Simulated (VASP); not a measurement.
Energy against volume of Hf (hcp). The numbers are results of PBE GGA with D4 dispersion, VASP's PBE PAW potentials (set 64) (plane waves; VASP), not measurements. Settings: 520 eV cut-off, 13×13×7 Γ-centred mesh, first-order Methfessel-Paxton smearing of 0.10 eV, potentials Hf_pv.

Shape and ions are relaxed at each volume.

```
V (Å³/atom)  E (eV/atom)
-----------  -----------
20.818         -10.10397
21.483         -10.12715
22.147         -10.13460
22.811         -10.12816
```

Fit these four points and predict the energy of the run at 23.476 Å³/atom.

A cubic in V^(−2/3), the third-order Birch-Murnaghan form, passes through the four points with V0 = 22.16 Å³/atom and B0 = 111 GPa, and gives -10.1094 eV/atom there. The run gave -10.1095 eV/atom, -0.1 meV/atom from the fit; all five points give B0 = 111 GPa.

The compound is Hf in the hcp structure. It was relaxed first.
